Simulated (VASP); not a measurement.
Computed with PBEsol GGA, VASP's PBE PAW potentials (set 64) (plane waves; VASP 6.6.1).

VASP ran on this input.

POSCAR:
```
TaN
1
    0.0000000000     2.7828280000     2.7828280000
    2.7828280000     0.0000000000     2.7828280000
    2.7828280000     2.7828280000     0.0000000000
Ta N
1 1
Direct
  0.0000000000   0.0000000000   0.0000000000
  0.2500000000   0.2500000000   0.2500000000
```

**KPOINTS**
```
Automatic mesh
0
gamma
 10 10 10
```

**INCAR**
```
SYSTEM = TaN
PREC = Accurate
ENCUT = 520
EDIFF = 1E-6
NELM = 100
ALGO = Normal
LREAL = .FALSE.
LASPH = .TRUE.
ISMEAR = 1
SIGMA = 0.1
GGA = PS
LMAXMIX = 6
LWAVE = .FALSE.
LCHARG = .FALSE.
IBRION = 2
ISIF = 3
NSW = 60
EDIFFG = -0.01
```

POTCAR, in this order: Ta_pv N (PBE.64 set). Program: vasp_std.

The run wrote:

File OSZICAR:
```
...
       N       E                     dE             d eps       ncg     rms          rms(c)
DAV:   1    -0.438528966105E+02   -0.29410E+02   -0.82080E+02  1164   0.447E+02    0.524E+01
DAV:   2    -0.265805506737E+02    0.17272E+02   -0.39598E+01  1200   0.671E+01    0.269E+01
DAV:   3    -0.227222435874E+02    0.38583E+01   -0.18414E+01  1228   0.403E+01    0.336E+00
DAV:   4    -0.226216121703E+02    0.10063E+00   -0.55671E-01  1328   0.689E+00    0.212E+00
DAV:   5    -0.226355934633E+02   -0.13981E-01   -0.12049E-01  1384   0.300E+00    0.100E+00
DAV:   6    -0.226353410368E+02    0.25243E-03   -0.28696E-02  1380   0.124E+00    0.268E-01
DAV:   7    -0.226354470922E+02   -0.10606E-03   -0.10352E-03  1260   0.349E-01    0.165E-01
DAV:   8    -0.226353923996E+02    0.54693E-04   -0.21072E-04  1384   0.110E-01    0.388E-02
DAV:   9    -0.226353967503E+02   -0.43507E-05   -0.12030E-05  1352   0.379E-02    0.505E-03
DAV:  10    -0.226353969614E+02   -0.21112E-06   -0.47357E-07   736   0.646E-03
   3 F= -.22635397E+02 E0= -.22635234E+02  d E =-.356771E+01
       N       E                     dE             d eps       ncg     rms          rms(c)
DAV:   1    -0.228006256496E+02   -0.16523E+00   -0.28541E+00  1212   0.219E+01    0.312E+00
DAV:   2    -0.227207712359E+02    0.79854E-01   -0.13106E-01  1160   0.396E+00    0.115E+00
DAV:   3    -0.227049746061E+02    0.15797E-01   -0.49537E-02  1260   0.244E+00    0.211E-01
DAV:   4    -0.227049462306E+02    0.28376E-04   -0.86795E-04  1336   0.328E-01    0.882E-02
DAV:   5    -0.227049665001E+02   -0.20269E-04   -0.16839E-04  1376   0.130E-01    0.263E-02
DAV:   6    -0.227049716295E+02   -0.51294E-05   -0.88997E-06  1328   0.300E-02    0.961E-03
DAV:   7    -0.227049715504E+02    0.79063E-07   -0.32418E-06  1220   0.147E-02
   4 F= -.22704972E+02 E0= -.22704943E+02  d E =-.363729E+01
       N       E                     dE             d eps       ncg     rms          rms(c)
DAV:   1    -0.228088767322E+02   -0.10391E+00   -0.25169E+00  1216   0.208E+01    0.305E+00
DAV:   2    -0.227398390322E+02    0.69038E-01   -0.11263E-01  1160   0.372E+00    0.114E+00
DAV:   3    -0.227255976890E+02    0.14241E-01   -0.42630E-02  1256   0.231E+00    0.191E-01
DAV:   4    -0.227255660721E+02    0.31617E-04   -0.85466E-04  1388   0.334E-01    0.918E-02
DAV:   5    -0.227255972741E+02   -0.31202E-04   -0.18904E-04  1388   0.126E-01    0.228E-02
DAV:   6    -0.227255931366E+02    0.41375E-05   -0.20133E-05  1364   0.409E-02    0.158E-02
DAV:   7    -0.227255950788E+02   -0.19422E-05   -0.15510E-06  1096   0.142E-02    0.314E-03
DAV:   8    -0.227255948306E+02    0.24825E-06   -0.20577E-07   660   0.411E-03
   5 F= -.22725595E+02 E0= -.22725582E+02  d E =-.365791E+01
       N       E                     dE             d eps       ncg     rms          rms(c)
DAV:   1    -0.227327928860E+02   -0.71978E-02   -0.27543E-01  1220   0.701E+00    0.100E+00
DAV:   2    -0.227254860631E+02    0.73068E-02   -0.11593E-02  1168   0.119E+00    0.384E-01
DAV:   3    -0.227238666618E+02    0.16194E-02   -0.49786E-03  1248   0.786E-01    0.649E-02
DAV:   4    -0.227238651799E+02    0.14819E-05   -0.77328E-05  1372   0.107E-01    0.351E-02
DAV:   5    -0.227238637944E+02    0.13855E-05   -0.18405E-05  1360   0.438E-02    0.961E-03
DAV:   6    -0.227238636924E+02    0.10198E-06   -0.78487E-07   792   0.996E-03
   6 F= -.22723864E+02 E0= -.22723854E+02  d E =-.365618E+01
       N       E                     dE             d eps       ncg     rms          rms(c)
DAV:   1    -0.227242367783E+02   -0.37298E-03   -0.16965E-03  1224   0.547E-01    0.788E-02
DAV:   2    -0.227241916998E+02    0.45078E-04   -0.72525E-05  1168   0.939E-02    0.301E-02
DAV:   3    -0.227241818997E+02    0.98001E-05   -0.30564E-05  1236   0.619E-02    0.520E-03
DAV:   4    -0.227241820907E+02   -0.19102E-06   -0.42334E-07   784   0.853E-03
   7 F= -.22724182E+02 E0= -.22724173E+02  d E =-.318398E-03
       N       E                     dE             d eps       ncg     rms          rms(c)
DAV:   1    -0.227254458525E+02   -0.12640E-02   -0.15194E-02  1212   0.164E+00    0.236E-01
DAV:   2    -0.227250410542E+02    0.40480E-03   -0.64547E-04  1168   0.281E-01    0.901E-02
DAV:   3    -0.227249515559E+02    0.89498E-04   -0.27622E-04  1252   0.186E-01    0.159E-02
DAV:   4    -0.227249522176E+02   -0.66173E-06   -0.43440E-06  1324   0.256E-02
   8 F= -.22724952E+02 E0= -.22724942E+02  d E =-.108853E-02
       N       E                     dE             d eps       ncg     rms          rms(c)
DAV:   1    -0.227249706005E+02   -0.19045E-04   -0.93666E-06  1280   0.401E-02    0.532E-03
DAV:   2    -0.227249703581E+02    0.24236E-06   -0.48370E-07   624   0.797E-03
   9 F= -.22724970E+02 E0= -.22724961E+02  d E =-.181405E-04
       N       E                     dE             d eps       ncg     rms          rms(c)
DAV:   1    -0.227250237720E+02   -0.53172E-04   -0.93934E-05  1212   0.130E-01    0.189E-02
DAV:   2    -0.227250210328E+02    0.27392E-05   -0.43128E-06  1172   0.231E-02    0.713E-03
DAV:   3    -0.227250205192E+02    0.51360E-06   -0.18772E-06  1160   0.154E-02
  10 F= -.22725021E+02 E0= -.22725011E+02  d E =-.683016E-04
       N       E                     dE             d eps       ncg     rms          rms(c)
DAV:   1    -0.227251284193E+02   -0.10739E-03   -0.40917E-04  1204   0.269E-01    0.385E-02
DAV:   2    -0.227251173926E+02    0.11027E-04   -0.17375E-05  1164   0.460E-02    0.146E-02
DAV:   3    -0.227251150889E+02    0.23037E-05   -0.75130E-06  1288   0.308E-02    0.281E-03
DAV:   4    -0.227251151992E+02   -0.11039E-06   -0.10843E-07   604   0.431E-03
  11 F= -.22725115E+02 E0= -.22725105E+02  d E =-.162982E-03
       N       E                     dE             d eps       ncg     rms          rms(c)
DAV:   1    -0.227253347592E+02   -0.21967E-03   -0.16376E-03  1220   0.539E-01    0.777E-02
DAV:   2    -0.227252910843E+02    0.43675E-04   -0.69389E-05  1168   0.921E-02    0.296E-02
DAV:   3    -0.227252815926E+02    0.94917E-05   -0.29827E-05  1276   0.612E-02    0.524E-03
DAV:   4    -0.227252817957E+02   -0.20311E-06   -0.41587E-07   764   0.846E-03
  12 F= -.22725282E+02 E0= -.22725271E+02  d E =-.329578E-03
       N       E                     dE             d eps       ncg     rms          rms(c)
DAV:   1    -0.227257365906E+02   -0.45500E-03   -0.65518E-03  1216   0.108E+00    0.156E-01
DAV:   2    -0.227255620750E+02    0.17452E-03   -0.27746E-04  1168   0.184E-01    0.595E-02
DAV:   3    -0.227255235653E+02    0.38510E-04   -0.11927E-04  1256   0.123E-01    0.105E-02
DAV:   4    -0.227255239745E+02   -0.40927E-06   -0.16796E-06   964   0.169E-02
  13 F= -.22725524E+02 E0= -.22725513E+02  d E =-.571757E-03
       N       E                     dE             d eps       ncg     rms          rms(c)
DAV:   1    -0.227264940758E+02   -0.97051E-03   -0.26212E-02  1224   0.216E+00    0.313E-01
DAV:   2    -0.227257967039E+02    0.69737E-03   -0.11091E-03  1168   0.369E-01    0.120E-01
DAV:   3    -0.227256412770E+02    0.15543E-03   -0.47683E-04  1260   0.246E-01    0.211E-02
DAV:   4    -0.227256421950E+02   -0.91799E-06   -0.75879E-06  1364   0.339E-02
  14 F= -.22725642E+02 E0= -.22725629E+02  d E =-.689977E-03
       N       E                     dE             d eps       ncg     rms          rms(c)
DAV:   1    -0.227256926609E+02   -0.51384E-04   -0.10693E-03  1232   0.436E-01    0.639E-02
DAV:   2    -0.227256657350E+02    0.26926E-04   -0.43766E-05  1160   0.731E-02    0.251E-02
DAV:   3    -0.227256594405E+02    0.62945E-05   -0.18620E-05  1256   0.484E-02    0.358E-03
DAV:   4    -0.227256592875E+02    0.15296E-06   -0.24549E-07   624   0.656E-03
  15 F= -.22725659E+02 E0= -.22725647E+02  d E =-.707070E-03
```

OUTCAR:
```
------------------------ aborting loop because EDIFF is reached ----------------------------------------
  FORCE on cell =-STRESS in cart. coord.  units (eV):
  Direction    XX          YY          ZZ          XY          YZ          ZX
  --------------------------------------------------------------------------------------
  Total        0.0108797      0.0108797      0.0108797      0.0000000      0.0000000      0.0000000
  in kB        0.6643492      0.6643492      0.6643492      0.0000000      0.0000000      0.0000000
  external PRESSURE =       0.6643492 kB  Pullay stress =       0.0000000 kB
  volume of cell :       26.24
      direct lattice vectors                 reciprocal lattice vectors
    -0.000000000  2.358489305  2.358489305    -0.212000113  0.212000113  0.212000113
     2.358489305 -0.000000000  2.358489305     0.212000113 -0.212000113  0.212000113
     2.358489305  2.358489305  0.000000000     0.212000113  0.212000113 -0.212000113
 POSITION                                       TOTAL-FORCE (eV/Angst)
 -----------------------------------------------------------------------------------
      0.00000      0.00000      0.00000         0.000000     -0.000000      0.000000
      1.17924      1.17924      1.17924        -0.000000      0.000000     -0.000000
 -----------------------------------------------------------------------------------
    total drift:                               -0.000000     -0.000000     -0.000000
  FREE ENERGIE OF THE ION-ELECTRON SYSTEM (eV)
  ---------------------------------------------------
  free  energy   TOTEN  =       -22.7256592875 eV

  energy  without entropy=      -22.7256234554  energy(sigma->0) =      -22.72564734

 reached required accuracy - stopping structural energy minimisation
```
(Selected blocks of OUTCAR.)

File CONTCAR:
```
TaN
   1.00000000000000
    -0.0000000000000000    2.3584893053627942    2.3584893053627942
     2.3584893053627942   -0.0000000000000000    2.3584893053627942
     2.3584893053627942    2.3584893053627942    0.0000000000000000
  Ta              N
     1     1
Direct
     0.0000000000000000    0.0000000000000000    0.0000000000000000
     0.2500000000000000    0.2500000000000000    0.2500000000000000
```

File OUTCAR:
```
 val. band max:        6.8854355229   @ k =  -0.3000   0.5000   0.2000

 cond. band min:       6.9071573153   @ k =  -0.4000   0.4000   0.2000


 Fermi energy:         6.9007224473

 k-point     1 :       0.0000    0.0000    0.0000
  band No.  band energies     occupation
      1     -28.6356      2.00000
      2     -28.6356      2.00000
      3     -28.6356      2.00000
      4     -10.7257      2.00000
      5      -0.1943      2.00000
      6      -0.1943      2.00000
      7      -0.1943      2.00000
      8       5.8058      2.00000
      9       7.3770     -0.00000
     10       7.3770     -0.00000
     11      12.7515      0.00000
     12      12.7515      0.00000

 k-point     2 :       0.1000    0.0000    0.0000
  band No.  band energies     occupation
      1     -28.6835      2.00000
      2     -28.6420      2.00000
      3     -28.6420      2.00000
      4     -10.5902      2.00000
      5      -0.3800      2.00000
      6      -0.1099      2.00000
      7      -0.1099      2.00000
      8       6.3367      2.00000
      9       7.2356     -0.00002
     10       7.2356     -0.00002
     11      12.4754      0.00000
     12      12.9373      0.00000

 k-point     3 :       0.2000    0.0000    0.0000
  band No.  band energies     occupation
      1     -28.8068      2.00000
      2     -28.6585      2.00000
      3     -28.6585      2.00000
      4     -10.2477      2.00000
      5      -0.6569      2.00000
      6       0.0960      2.00000
      7       0.0960      2.00000
      8       7.0444     -0.06074
      9       7.0444     -0.06074
     10       7.4784     -0.00000
     11      11.9303      0.00000
     12      13.0835      0.00000

 k-point     4 :       0.3000    0.0000    0.0000
  band No.  band energies     occupation
      1     -28.9547      2.00000
      2     -28.6790      2.00000
      3     -28.6790      2.00000
      4      -9.8568      2.00000
      5      -0.6601      2.00000
      6       0.3105      2.00000
...
```

Energy and stress use the plane-wave basis of the starting cell. Unless said otherwise, spin-orbit coupling is left out, though it shifts the bands of the heavy elements here.

The structure was generated: TaN was put into the zinc blende type (F-43m), which need not be its known phase. This run relaxes it. Symmetry was kept, so distortions that lower it aren't found.
